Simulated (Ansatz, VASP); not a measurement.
## Ag (Silver) in two plane-wave programs

Wanted: the spread between two codes on one cell, functional and k mesh. The cell is taken from a series of VASP runs on this material, whose earlier steps may have relaxed, scaled or displaced it; both programs get it as it stands.

Program: Ansatz 0.2.0. Level of theory: plane waves, with VASP 6.6.1 beside it; relaxation of cell and atoms at PBE. Results are calculated unless marked as measured.

## 1. Set-up

Symmetry: Fm-3m, No. 225, cubic system. The conventional cell has a = 4.136 Å, b = 4.136 Å, c = 4.136 Å, α = 90.00°, β = 90.00°, γ = 90.00°. Nearest to Ag lie 12 Ag at 2.92 Å.

Structure file:

```xyz
1
Lattice="0.0000 2.0678 2.0678 2.0678 0.0000 2.0678 2.0678 2.0678 0.0000" Properties=species:S:1:pos:R:3 pbc="T T T"
Ag    0.0000    0.0000    0.0000
```

## 2. VASP: relaxation of cell and atoms, PBE

The relaxed volume is the usual yardstick between codes: its relative difference is about their pressure difference at one cell divided by the bulk modulus.

Lines of VASP's logs that name or quote its potential files are left out, and so is its time.

The input, INCAR:

```
SYSTEM = Ag
PREC = Accurate
ENCUT = 400
EDIFF = 1E-06
NELM = 100
ISMEAR = 1
SIGMA = 0.2
LREAL = .FALSE.
ALGO = Normal
GGA = PE
NBANDS = 11
LASPH = .TRUE.
LORBIT = 11
LWAVE = .FALSE.
LCHARG = .FALSE.
KPAR = 2
IBRION = 2
NSW = 60
ISIF = 3
EDIFFG = -0.01
```

The input, POSCAR:

```
Ag
1.0
    0.0000000000      2.0677638109      2.0677638109
    2.0677638109      0.0000000000      2.0677638109
    2.0677638109      2.0677638109      0.0000000000
Ag
1
Direct
    0.0000000000      0.0000000000      0.0000000000
```

The input, KPOINTS:

```
Automatic mesh
0
Gamma
11 11 11
0 0 0
```

Potentials, in the order of the species: Ag (PBE family, release 64).

Run with:

```bash
mpirun -np 2 vasp_std
```

Numbers of over 12 decimals in the logs are rounded to 6 here.

Output:

```text
[banner, memory and clock lines left out]
running    2 mpi-ranks, on    1 nodes
 distrk:  each k-point on    1 cores,    2 groups
 distr:  one band on    1 cores,    1 groups

 POSCAR found type information on POSCAR Ag
 POSCAR found :  1 types and       1 ions
 LDA part: xc-table for (Slater+PW92), standard interpolation
 POSCAR, INCAR and KPOINTS ok, starting setup
 FFT: planning ... GRIDC
 FFT: planning ... GRID_SOFT
 FFT: planning ... GRID
 WAVECAR not read
 entering main loop
       N       E                     dE             d eps       ncg     rms          rms(c)
DAV:   1     0.395951437817E+02    0.39595E+02   -0.47427E+03  1320   0.721E+02
DAV:   2    -0.243873111656E+01   -0.42034E+02   -0.39663E+02  1373   0.170E+02
DAV:   3    -0.296546571147E+01   -0.52673E+00   -0.52657E+00  1412   0.206E+01
DAV:   4    -0.296701756101E+01   -0.15518E-02   -0.15518E-02  1334   0.116E+00
DAV:   5    -0.296703049651E+01   -0.12936E-04   -0.12936E-04  1388   0.969E-02    0.473E+00
DAV:   6    -0.272825275513E+01    0.23878E+00   -0.10208E+00  1280   0.947E+00    0.311E+00
DAV:   7    -0.272125500106E+01    0.69978E-02   -0.78448E-03  1394   0.855E-01    0.178E+00
DAV:   8    -0.271864239568E+01    0.26126E-02   -0.68804E-04  1323   0.213E-01    0.785E-02
DAV:   9    -0.271865097349E+01   -0.85778E-05   -0.77043E-06  1376   0.213E-02    0.203E-02
DAV:  10    -0.271865670158E+01   -0.57281E-05   -0.38600E-06  1362   0.198E-02    0.552E-03
DAV:  11    -0.271865634793E+01    0.35365E-06   -0.80102E-08   709   0.255E-03
   1 F= -.27186563E+01 E0= -.27182603E+01  d E =-.271866E+01
 curvature:   0.00 expect dE= 0.000E+00 dE for cont linesearch  0.000E+00
 trial: gam= 0.00000 g(F)=  0.223E-62 g(S)=  0.296E-04 ort = 0.000E+00 (trialstep = 0.100E+01)
 search vector abs. value=  0.296E-04
 bond charge predicted
       N       E                     dE             d eps       ncg     rms          rms(c)
DAV:   1    -0.271933737754E+01   -0.68068E-03   -0.10932E-02  1292   0.111E+00    0.171E-01
DAV:   2    -0.271868539235E+01    0.65199E-03   -0.26732E-03  1298   0.481E-01    0.522E-02
DAV:   3    -0.271866991162E+01    0.15481E-04   -0.23284E-05  1391   0.419E-02    0.351E-02
DAV:   4    -0.271866298811E+01    0.69235E-05   -0.50216E-06  1327   0.164E-02    0.190E-03
DAV:   5    -0.271866299663E+01   -0.85172E-08   -0.35476E-08   706   0.167E-03
   2 F= -.27186630E+01 E0= -.27182534E+01  d E =-.664870E-05
 trial-energy change:   -0.000007  1 .order   -0.000010   -0.000030    0.000010
 step:   0.7466(harm=  0.7466)  dis= 0.00000  next Energy=    -2.718667 (dE=-0.111E-04)
 reached required accuracy - stopping structural energy minimisation
```

Parts of OUTCAR (step 2):

```text
ion  position               nearest neighbor table
   1  0.000  0.000  0.000-

  LATTYP: Found a face centered cubic cell.
 ALAT       =     4.1355276218

 Subroutine GETGRP returns: Found 48 space group operations
 (whereof 48 operations were pure point group operations)

The static configuration has the point symmetry O_h .

 Found     56 irreducible k-points:

   k-points           NKPTS =     56   k-points in BZ     NKDIM =     56   number of bands    NBANDS=     11

   dimension x,y,z NGX =    20 NGY =   20 NGZ =   20
   dimension x,y,z NGXF=    40 NGYF=   40 NGZF=   40

   ENCUT  =  400.0 eV  29.40 Ry    5.42 a.u.   4.77  4.77  4.77*2*pi/ulx,y,z

   NELECT =      11.0000    total number of electrons

 k-points in reciprocal lattice and weights: Automatic mesh
   0.00000000  0.00000000  0.00000000       0.001
   0.09090909  0.00000000  0.00000000       0.006
   0.18181818  0.00000000  0.00000000       0.006
   0.27272727  0.00000000  0.00000000       0.006
   0.36363636  0.00000000  0.00000000       0.006
   0.45454545  0.00000000  0.00000000       0.006
   0.09090909  0.09090909  0.00000000       0.005
   0.18181818  0.09090909  0.00000000       0.018
   0.27272727  0.09090909  0.00000000       0.018
[...]
-0.36363636  0.45454545  0.18181818       0.018
  -0.27272727  0.45454545  0.18181818       0.018

 average (electrostatic) potential at core
       1 -71.2056

 E-fermi :   8.1770

 k-point     1 :       0.0000    0.0000    0.0000
  band No.  band energies     occupation
    ...
      2       3.2298      2.00000
      3       3.2298      2.00000
      4       3.2298      2.00000
      5       4.1944      2.00000
      6       4.1944      2.00000
      7      23.8434      0.00000
      8      27.1939      0.00000
      9      27.1939      0.00000
     10      27.1939      0.00000
     11      31.9102      0.00000

 k-point     2 :       0.0909    0.0000    0.0000
  band No.  band energies     occupation
    ...
      2       3.1796      2.00000
      3       3.2939      2.00000
      4       3.2939      2.00000
      5       4.1724      2.00000
      6       4.1724      2.00000
      7      23.7484      0.00000
      8      25.4338      0.00000
      9      27.2588      0.00000
     10      27.2588      0.00000
     11      31.4311      0.00000

 k-point     3 :       0.1818    0.0000    0.0000
  band No.  band energies     occupation
    ...
      2       3.1542      2.00000
      3       3.4090      2.00000
      4       3.4090      2.00000
      5       4.1826      2.00000
      6       4.1826      2.00000
      7      21.3492      0.00000
      8      24.6457      0.00000
      9      27.2969      0.00000
     10      27.2969      0.00000
     11      30.3102      0.00000

  Total       -0.0048542     -0.0048542     -0.0048542      0.0000000     -0.0000000      0.0000000
  in kB       -0.4389315     -0.4389315     -0.4389315      0.0000000     -0.0000000      0.0000000
  external PRESSURE =      -0.4389315 kB  Pullay stress =       0.0000000 kB

  energy-cutoff  :      400.00
  volume of cell :       17.72
      direct lattice vectors                 reciprocal lattice vectors
    -0.000000000  2.069190843  2.069190843    -0.241640350  0.241640350  0.241640350
     2.069190843 -0.000000000  2.069190843     0.241640350 -0.241640350  0.241640350
     2.069190843  2.069190843 -0.000000000     0.241640350  0.241640350 -0.241640350

 POSITION                                       TOTAL-FORCE (eV/Angst)
 -----------------------------------------------------------------------------------
      0.00000      0.00000      0.00000         0.000000     -0.000000      0.000000
 -----------------------------------------------------------------------------------
    total drift:                                0.000000     -0.000000      0.000000

  FREE ENERGIE OF THE ION-ELECTRON SYSTEM (eV)
  ---------------------------------------------------
  free  energy   TOTEN  =        -2.7186629966 eV

  energy  without entropy=       -2.7174340667  energy(sigma->0) =       -2.71825335

 reached required accuracy - stopping structural energy minimisation

 total charge
# of ion       s       p       d       tot
------------------------------------------
    1        0.408   0.278   9.155   9.841

[... 3 further parts left out ...]
```

CONTCAR:

```
Ag
   1.00000000000000
    -0.0000000000000000    2.0691908425619721    2.0691908425619721
     2.0691908425619721   -0.0000000000000000    2.0691908425619721
     2.0691908425619721    2.0691908425619721   -0.0000000000000000
  Ag
     1
Direct
     0.0000000000000000    0.0000000000000000    0.0000000000000000
```

## 3. Ansatz: relaxation of cell and atoms, PBE

Ansatz runs on its default PAW (the set named soft_2) files.

The same cell, functional, mesh and smearing now go to Ansatz, which takes its cutoff from its data sets.

The input, input.yaml:

```yaml
crystal:
  lattice:
    - [0.0, 2.0677638109, 2.0677638109]
    - [2.0677638109, 0.0, 2.0677638109]
    - [2.0677638109, 2.0677638109, 0.0]
  atoms:
    - { symbol: Ag, position: [0.0, 0.0, 0.0] }
hamiltonian:
  xc: pbe
  pseudopotentials: { kind: paw }
kpoints:
  mp_grid: { grid: [11, 11, 11] }
scf:
  occupations: { method: methfessel_paxton, width: 0.2 }
relax:
  f_tol: 0.01
  max_steps: 60
  cell: { stress_tol: 0.05 }
output:
  forces: true
  stress: true
```

Run with:

```bash
ansatz run input.yaml --threads 4 --pin off --max-ram 9216MiB --backend cpu --events-out ev --progress --plain --runs-dir out
```

Output:

```text
Engine: ansatz 0.2.0, aarch64-unknown-linux-gnu
Pseudopotentials: kind: paw
Pseudopotential: Ag, paw, valence charge 19, recommended cutoff 420 eV (normal), Ag.paw.azcp
Functional definition: PBE
  parameter kappa = 0.804
  parameter beta = 0.066725
  exchange = pbe_x(kappa = kappa, mu = beta*pi^2/3)
  correlation = pbe_c(beta = beta)
Crystal: 1 atoms, lattice volume = 17.682 Å³
Basis set: ecut = 420 eV, 331 PW (Γ), exchange–correlation on 40×40×40 points (8 copies of the dense FFT grid, shifted against one another)
Bands: 14, of which v1, the nominal top of the filled ones, is band 10 counted from 1 (9 counted from 0)
Symmetry: 48 space group operations
Space group: Fm-3m (ITA 225), of the structure as read, at distance tolerance 2.6e-5 Å
k-points: 56 of 1331
Non-local potential: Ag, projectors of the file, l = 0: 3, l = 1: 2, l = 2: 2, l = 3: 1
PAW form: soft (Blöchl's): semilocal exchange-correlation on the pseudo side does not see the compensation charge
PAW one-centre angular grid: Ag, 590 points (default); XC on 64 Gauss nodes
Initial density: superposition of atomic densities (neutral atoms: chi_scale 0, normalization atom), corrected by the library's trained network
Initial wavefunctions: pseudopotential atomic-orbital guess
Functional: x = pbe(κ = 0.804, μ = 0.219515), c = pbe(β = 0.066725)
SCF iter   1: F=—  HF=-7590.554336 eV  |F-HF|=—  |Δ(HF+E_count)|=         —  Δρ=1.01e-3  dr2=8.52e-5  ethr=1.77e-3  ⟨swp⟩=3.9  Hψ=3695  notcnv=0
preconditioner: auto → none  [metal: Δε(μ)=0.056 eV  Ē_g=15.891 eV  σ=0.200 eV  W_gap=0.23  n_scr=8 (ndim 8)  ℏωp=29.3 eV  f_vac=0.000  D(μ)=0.43/eV (n_scr^D=0)  sad-step TF]
SCF iter   2: F=—  HF=-7590.554524 eV  |F-HF|=—  |Δ(HF+E_count)|=   1.88e-4  S|Δr|=    0.00e0  Δρ=4.82e-4  dr2=1.31e-5  ethr=4.48e-7  ⟨swp⟩=2.8  Hψ=1722  notcnv=0
SCF iter   3: F=—  HF=-7590.554560 eV  |F-HF|=—  |Δ(HF+E_count)|=   3.52e-5  S|Δr|=    0.00e0  Δρ=1.20e-4  dr2=7.13e-7  ethr=6.90e-8  ⟨swp⟩=2.0  Hψ=1064  notcnv=0
SCF iter   4: F=-7590.554562 eV  HF=-7590.554562 eV  |F-HF|=4.46e-9  |Δ(HF+E_count)|=   2.73e-6  S|Δr|=    0.00e0  Δρ=1.30e-5  dr2=2.10e-8  ethr=5.26e-10  ⟨swp⟩=4.0  Hψ=2404  notcnv=0
SCF 1 converged in 4 iterations: F = -7590.554562 eV  dr2 = 2.10e-8
  greatest PAW one-centre occupation: 1.000 electrons in one spin orbital (limit 2), on the Ag atom at site 0 (counted from 0), in its partial waves of l = 0
relax step   1: F+E_penalty+E_count = -7590.55456230 eV  Δ(F+E_penalty+E_count) = +0.000e0 eV  max|allowed force component| = 0.000e0 eV/Å  Δτ_max = 0.0000 Å  P = +0.571 GPa  Ω = 17.682 Å³  (4 SCF iters, dr2 threshold 1.00e-7 eV, accepted)
[...]
relax step   2: F+E_penalty+E_count = -7590.55457777 eV  Δ(F+E_penalty+E_count) = -1.547e-5 eV  max|allowed force component| = 0.000e0 eV/Å  Δτ_max = 0.0000 Å  P = -0.403 GPa  Ω = 17.875 Å³  energy of the carried Pulay correction = -7.806e-5 eV  (4 SCF iters, dr2 threshold 1.00e-7 eV, accepted)
[...]
relax step   3: F+E_penalty+E_count = -7590.55471347 eV  Δ(F+E_penalty+E_count) = -1.357e-4 eV  max|allowed force component| = 0.000e0 eV/Å  Δτ_max = 0.0000 Å  P = -0.007 GPa  Ω = 17.795 Å³  energy of the carried Pulay correction = -4.566e-5 eV  (4 SCF iters, dr2 threshold 1.00e-7 eV, accepted)
[...]
relax step   4: F+E_penalty+E_count = -7590.55476345 eV  Δ(F+E_penalty+E_count) = -4.998e-5 eV  max|allowed force component| = 0.000e0 eV/Å  Δτ_max = 0.0000 Å  P = -0.009 GPa  Ω = 17.795 Å³  stress off target by 9.29e-3 GPa  SCF on the basis re-selected at this cell (its energy is not comparable with the rows above)  (5 SCF iters)
basis re-selected at this cell: Δ(F+E_penalty+E_count) = -4.998e-5 eV, ΔP = -0.003 GPa vs the last step (what re-selecting the basis moved, of the pressure what is left beyond the Pulay correction that the steps carried, after the strain that the cell walked since its last selection, with what the two solves' SCF thresholds leave and, on support functions, any second-order correction that the steps lacked; it is no measure of the basis error at this ecutwfc). This SCF's stress stands 9.29e-3 GPa from its target on what of the cell is left free (relax.cell.stress_tol is 5.00e-2 GPa) and its largest allowed force component is 0.00e0 eV/Å (relax.f_tol is 1.00e-2 eV/Å): [rest of the remark cut]
SCF converged after 5 iterations
Stability not checked: this state was not tested for a lower state beside it, because cold or Methfessel-Paxton smearing, or corrected tetrahedra, fill the levels in a way that the test cannot read (fill_not_monotonic; see scf.lower_state_search)
Free energy (F): -7590.554763 eV
Harris-Foulkes:  -7590.554763 eV  (|F-HF|=1.82e-12)
Internal energy: -7590.553551 eV  (E = F + TS)
E sigma→0 (E₀):  -7590.554460 eV
Entropy (-TS):   -0.001212 eV (-1.212 meV/atom)
Fermi energy:    16.684580 eV
--- Per-component energies (eV) ---
  E_band       = -249.927826
  E_kinetic    = 526.950800
  E_local      = -2259.988728  (includes V_loc(G=0)·N_el)
  E_nonlocal   = 80.004010
  E_hartree    = 1024.634395
  E_xc         = -184.737192
  E_vxc        = -234.717905  (∫ρ·V_xc dr)
  E_paw        = -3901.971671  (= ΣΔE_a)
  E_vpaw       = -411.445130  (= ΣTr[D̂ρ^β])
  E_aug_tail   = 0.000329  (compensation charges beyond the density's cutoff)
  E_ewald      = -2875.445494
  E_smearing   = -0.001212  (= −TS)
  E_closure    = -0.000000  (closes the sum)
  Σ components = -7590.554763   (vs F -7590.554763, Δ=0.00e0)
--- Forces (eV/Å), atoms counted from 1 ---
  atom   1  Ag    -0.00000000     0.00000000    -0.00000000
  max |Σ_I F_I| component: 2.88e-32 eV/Å
--- Stress (GPa, compression-positive) ---
       -0.009293      -0.000000      -0.000000
       -0.000000      -0.009293      -0.000000
       -0.000000      -0.000000      -0.009293
  P = ⅓ Tr σ = -0.0093 GPa (-0.093 kbar)
--- Relaxed structure (3 steps of the walk, 3 accepted, 1 SCFs on fresh bases) ---
  F+E_penalty+E_count = -7590.55476345 eV   max|allowed force component| = 0.000e0 eV/Å   (the final SCF, on the basis selected at the relaxed cell)
  cell:  # Å, volume = 17.7947 Å³
    - [0, 2.072145, 2.072145]
    - [2.072145, 0, 2.072145]
    - [2.072145, 2.072145, 0]
  atoms:
    - { symbol: Ag, position: [0.0, 0.0, 0.0] }
```

It took 1.9 s on 4 threads of Arm Neoverse N1, shared host; peak memory 0.28 GiB.

## 4. Comparison

Known differences besides the potentials themselves: both relaxations stop at a tolerance, which leaves soft axes loose, and VASP keeps its plane-wave basis; the data sets hold 19 valence electrons in Ansatz (default PAW (the set named soft_2) files) and 11 in VASP; the cutoff is 420 eV in Ansatz and 400 eV in VASP; Ansatz adds a Pulay correction to the stress that steers its cell, VASP none. Total energies have different zeros and are not compared.

Both answers:

| quantity | Ansatz | VASP | difference |
| --- | --- | --- | --- |
| volume (Å³) | 17.79 | 17.72 | +0.43 % |
| edge a after relaxation, in the typed setting (Å) | 2.930 | 2.926 | +0.14 % |

The walks stopped with -0.01 GPa left in Ansatz and -0.04 GPa in VASP; each walk ends within a tolerance, so the volume difference is uncertain by about these residues over the bulk modulus, most in soft cells.

## 5. Results

```yaml
difference_in_volume_relaxation_of_cell_and_atoms_pbe: 0.43 %
```

The difference in volume is 0.43 % (relaxation of cell and atoms, PBE), within the 1.2 % picked in this series as the mark of a large difference, as far as the stopping tolerances let one tell. Such differences can come from data sets, numerical settings and the points named under the comparisons, not from the functional's error against experiment.

[Lines on the potential files, build, host, timing and source positions are cut from VASP's logs without a mark.]

[Logs are printed without paths, hosts, clocks, repeated set-up lines and the standing remarks that a program may print on its own settings, such as how far it seeks lower states.]

[Hosts, paths, dates, database ids (printed as entryN), source tags and the programs' standing remarks are cut or masked in the printed files.]
